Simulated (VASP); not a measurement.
Ni:

```
Ni
1.0
     0.00000    1.76194    1.76194
     1.76194    0.00000    1.76194
     1.76194    1.76194    0.00000
Ni
1
Direct
  0.00000 0.00000 0.00000
```

```yaml
Program: VASP 6.6.1
Task: relaxation of cell and atoms
Functional: LDA
Potentials_or_basis: VASP PAW LDA potentials, release 64 (Ni)
Cutoff: 520 eV
k_mesh: 20 × 20 × 20
Occupations: gaussian, width 0.1 eV
Spin: collinear spin, ferromagnetic start
Starting_moments: "[0.8] μB"
```

At the start: pressure -17.7 GPa; volume 10.94 Å³/atom.

Problem. Where does the relaxation end?

Solution. Over 6 steps the energy falls by 54.8 meV/atom and the volume is 10.03 Å³/atom (-8.3 %); space group Fm-3m (No. 225, to 0.05 Å); moment 0.60 μB per cell.

The path:
```
step  energy change (eV)  largest force (eV/Å)  pressure (GPa)  volume (Å³)
   1              0.0000                0.0000          -17.73        10.94
   2              0.0207                0.0000           29.71         9.13
   3             -0.0548                0.0000           -0.32        10.04
   4             -0.0548                0.0000            0.09        10.03
   5             -0.0548                0.0000           -0.08        10.03
   6             -0.0548                0.0000            0.02        10.03
```

Final structure:
```xyz
1
Lattice="0.0000 1.7117 1.7117 1.7117 0.0000 1.7117 1.7117 1.7117 0.0000" Properties=species:S:1:pos:R:3 pbc="T T T"
Ni    0.0000    0.0000    0.0000
```
